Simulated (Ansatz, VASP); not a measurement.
**One calculation of ZrAl3B3N, two programs**

```
CELL_PARAMETERS angstrom
3.53776 0.00000 0.00000
0.00000 3.53776 0.00000
0.00000 0.00000 8.19172
ATOMIC_POSITIONS crystal
Zr 0.50000 0.50000 0.26250
Al 0.00000 0.00000 0.01804
Al 0.00000 0.00000 0.34565
Al 0.00000 0.00000 0.69285
B 0.50000 0.00000 0.49570
B 0.00000 0.50000 0.49570
B 0.50000 0.50000 0.83368
N 0.50000 0.50000 0.99829
```

Alike in both runs: functional PBE; k mesh 3 × 3 × 2; occupations gaussian, width 0.15 eV; no spin polarisation.

Ansatz relaxed the structure, and its values are those at the end. VASP's run is a single point on that final structure, the one shown.

|  | VASP | Ansatz |
| --- | --- | --- |
| version | VASP 6.6.1 | Ansatz 0.2.0 |
| potentials or method | VASP PAW PBE potentials, release 64 (Zr_sv, Al, B, N) | scalar-relativistic, plane waves, PAW |
| plane-wave cutoff (eV) | 520 | 420 |
| valence electrons in the cell | 35 | 35 |

```csv
,VASP,Ansatz,Ansatz less VASP
gap on the k mesh at the Fermi level (eV),none,none,-
pressure (GPa),0.2,0.2,0.00
rms of the force components (eV/Å),0.007,0.005,-0.0028
```

A gap of «none» marks a metal or a gap that the smearing closes. With one functional, cell and mesh, what is left measures potentials, basis and numerics.

Caveats: the k mesh is coarse (spacing up to 0.59 Å⁻¹), so the values aren't converged.
